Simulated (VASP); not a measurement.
An input for Quantum ESPRESSO's pw.x (written as the equivalent of a VASP run, and not itself run):

```
&CONTROL
  calculation = 'scf'
  pseudo_dir = './pseudo'
  outdir = './out'
  tprnfor = .true.
  tstress = .true.
/
&SYSTEM
  ibrav = 0
  nat = 2
  ntyp = 1
  ecutwfc = 96
  occupations = 'smearing'
  smearing = 'methfessel-paxton'
  degauss = 0.00735
  input_dft = 'pbe'
  noncolin = .true.
  lspinorb = .true.
  starting_magnetization(1) = 0.18
  angle1(1) = 0
/
&ELECTRONS
  conv_thr = 7.3e-08
  electron_maxstep = 100
/
ATOMIC_SPECIES
  Co 58.933 Co.upf
CELL_PARAMETERS angstrom
     1.2550000   -2.1737240    0.0000000
     1.2550000    2.1737240    0.0000000
     0.0000000    0.0000000    4.0700000
ATOMIC_POSITIONS crystal
  Co   0.3333330  0.6666670  0.2500000
  Co   0.6666670  0.3333330  0.7500000
K_POINTS automatic
  13 13 7 0 0 0
```

Task: Write the VASP files for the same calculation (PBE+SOC).

Result: One answer among several that fit: 
**POSCAR**
```
Co
8.140
  0.1541769042  -0.2670422604   0.0000000000
  0.1541769042   0.2670422604   0.0000000000
  0.0000000000   0.0000000000   0.5000000000
Co
2
Cartesian
  0.1541769042   0.0890142648   0.1250000000
  0.1541769042  -0.0890142648   0.3750000000
```

INCAR:
```
# general
SYSTEM    =Co
PREC      =Accurate
ENCUT     =400
LREAL     =.FALSE.
LASPH     =.TRUE.

# electronic loop
EDIFF     =1E-6
NELM      =100
ALGO      =Normal
LMAXMIX   =4

# smearing
ISMEAR    =1   # Methfessel-Paxton
SIGMA     =0.1

# functional
GGA       =PE   # PBE
GGA_COMPAT=.FALSE.

# spin
MAGMOM    =2*0 1.8 2*0 1.8
LSORBIT   =.TRUE.

# ions
ISIF      =2

# output
LWAVE     =.FALSE.
LCHARG    =.FALSE.
LORBIT    =10
```

File KPOINTS:
```
Automatic mesh
0
Gamma
13 13 7
0 0 0
```

POTCAR, in this order: Co (PBE.64 set). Program: vasp_ncl.

Limits of the translation: the potentials are each code's own (VASP's PAW set, PseudoDojo norm-conserving files, fully relativistic, in pw.x), so ENCUT and ecutwfc are chosen apart and not converted; conv_thr bounds pw.x's estimated SCF error, while EDIFF bounds the energy change between steps; starting_magnetization is a fraction of the valence charge and MAGMOM a moment in μB, so they match only roughly.

The compound is Co in the hcp structure. The cell was not relaxed at this level.
